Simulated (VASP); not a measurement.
```xyz
2
Lattice="3.1833 0.0000 0.0000 0.0000 3.1833 0.0000 0.0000 0.0000 3.1833" Properties=species:S:1:pos:R:3 pbc="T T T"
Zr     0.0000     0.0000     0.0000
S      1.5916     1.5916     1.5916
```

Calculation: PBEsol GGA, VASP's PBE PAW potentials (set 64) (plane waves; VASP). Run with 400 eV cut-off, 13×13×13 Γ-centred mesh, tetrahedra with Blöchl corrections, potentials Zr_sv S.

Problem. Tabulate the total density of states (states/eV per cell) against energy (eV; zero at the valence-band maximum or, without a gap, the Fermi level).

Solution. 
```
E (eV) | DOS (states/eV)
    -9.95 |  0.00
    -9.39 |  0.00
    -8.84 |  0.00
    -8.28 | # 0.13
    -7.72 | #### 0.39
    -7.17 | ################# 1.47
    -6.61 | #################### 1.72
    -6.06 | ############### 1.28
    -5.50 | ############ 1.04
    -4.95 | ############ 1.02
    -4.39 | ########### 0.95
    -3.84 | ##################### 1.87
    -3.28 | ######## 0.74
    -2.62 | ## 0.21
    -2.06 | ###### 0.50
    -1.50 | ################## 1.57
    -0.95 | ########## 0.91
    -0.39 | ####### 0.59
     0.16 | ###### 0.54
     0.72 | ############################## 2.63
     1.27 | ################# 1.46
     1.83 | ###################### 1.95
     2.38 | ################# 1.50
     2.94 | ############### 1.34
     3.49 | ####################### 2.03
```
Within 2 eV below the Fermi level the largest weight inside VASP's projection spheres is Zr d.

The structure was generated: ZrS was put into the CsCl type type (Pm-3m), which need not be its known phase. It was relaxed first, which changed the volume by -33 %.
